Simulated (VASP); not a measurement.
Here is the system:

```
CELL_PARAMETERS angstrom
      4.08441     0.00000     0.00000
      0.00000     4.08441     0.00000
      0.00000     0.00000     4.08441
ATOMIC_POSITIONS crystal
  K  0.00000 0.00000 0.00000
  Mg 0.50000 0.50000 0.50000
  F  0.50000 0.00000 0.50000
  F  0.00000 0.50000 0.50000
  F  0.50000 0.50000 0.00000
```

Calculation: PBE GGA, VASP's PBE PAW potentials (set 64) (plane waves; VASP 6.6.1). Numerical set-up: 520 eV cut-off, 6×6×6 Γ-centred mesh, Gaussian smearing of 0.050 eV, potentials K_sv Mg F.

### Question
Give the stress tensor in GPa (positive for a compressed cell).

### Answer

```
-1.81   0.00   0.00
 0.00  -1.81   0.00
 0.00   0.00  -1.81
```
The pressure is its mean diagonal, -1.81 GPa.

The compound is KMgF3 in the cubic perovskite structure. This cell is one point of a volume scan, at 1.03 of the reference volume.
